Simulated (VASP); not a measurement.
An input for Quantum ESPRESSO's pw.x (written as the equivalent of a VASP run, and not itself run):

```
&CONTROL
  calculation = 'vc-relax'
  pseudo_dir = './pseudo'
  outdir = './out'
  tprnfor = .true.
  tstress = .true.
  nstep = 30
  forc_conv_thr = 0.00039
/
&SYSTEM
  ibrav = 0
  nat = 6
  ntyp = 2
  ecutwfc = 94
  occupations = 'smearing'
  smearing = 'methfessel-paxton'
  degauss = 0.00735
  input_dft = 'pbesol'
  nspin = 2
  starting_magnetization(1) = 0.21
  starting_magnetization(2) = -0.01
/
&ELECTRONS
  conv_thr = 7.3e-09
  electron_maxstep = 100
/
&IONS
/
&CELL
  cell_dofree = 'shape'
/
ATOMIC_SPECIES
  Cr 51.996 Cr.upf
  O 15.999 O.upf
CELL_PARAMETERS angstrom
     4.4357516    0.0000000    0.0000000
     0.0000000    4.4357516    0.0000000
     0.0000000    0.0000000    2.9221303
ATOMIC_POSITIONS crystal
  Cr   0.0000000  0.0000000  0.0000000
  Cr   0.5000000  0.5000000  0.5000000
  O    0.3034300  0.3034300  0.0000000
  O    0.8034300  0.1965700  0.5000000
  O    0.1965700  0.8034300  0.5000000
  O    0.6965700  0.6965700  0.0000000
K_POINTS automatic
  7 7 11 0 0 0
```

### Question
Write the VASP files for the same calculation (PBEsol).

### Answer
This is not unique; one that fits is 
### POSCAR
```
CrO2
1.0
  4.4357516409   0.0000000000   0.0000000000
  0.0000000000   4.4357516409   0.0000000000
  0.0000000000   0.0000000000   2.9221303188
Cr O
2 4
direct
  0.0000000000   0.0000000000   0.0000000000
  0.5000000000   0.5000000000   0.5000000000
  0.3034300090   0.3034300090   0.0000000000
  0.8034300090   0.1965699910   0.5000000000
  0.1965699910   0.8034300090   0.5000000000
  0.6965699910   0.6965699910   0.0000000000
```

### INCAR
```
LREAL = .FALSE.   ! projection in real space or not
PREC = Accurate
EDIFF = 1E-7
SYSTEM = CrO2
NELM = 100   ! most electronic steps
ISMEAR = 1   ! Methfessel-Paxton
ISPIN = 2   ! spin-polarised
EDIFFG = -0.01   ! ionic stop
MAGMOM = 2*2.1 4*-0.1
ISIF = 4
LCHARG = .FALSE.
ENCUT = 520   ! plane-wave cut-off (eV)
SIGMA = 0.1   ! width (eV)
LMAXMIX = 4   ! l cut-off of mixed one-centre charges
GGA = PS   ! PBEsol
IBRION = 2
LWAVE = .FALSE.
LORBIT = 10
LASPH = .TRUE.
ALGO = Normal
NSW = 30   ! most ionic steps
```

**KPOINTS**
```
Automatic mesh
0
Gamma
7 7 11
0 0 0
```

POTCAR, in this order: Cr_pv O (PBE.64 set). Program: vasp_std.

Limits of the translation: the potentials are each code's own (VASP's PAW set, PseudoDojo norm-conserving files in pw.x), so ENCUT and ecutwfc are chosen apart and not converted; conv_thr bounds pw.x's estimated SCF error, while EDIFF bounds the energy change between steps; starting_magnetization is a fraction of the valence charge and MAGMOM a moment in μB, so they match only roughly; forc_conv_thr acts on force components and is met together with etot_conv_thr.

The compound is CrO2 in the rutile structure. This cell is one point of a volume scan, at 1.03 of the reference volume. Symmetry was kept, so distortions that lower it aren't found.
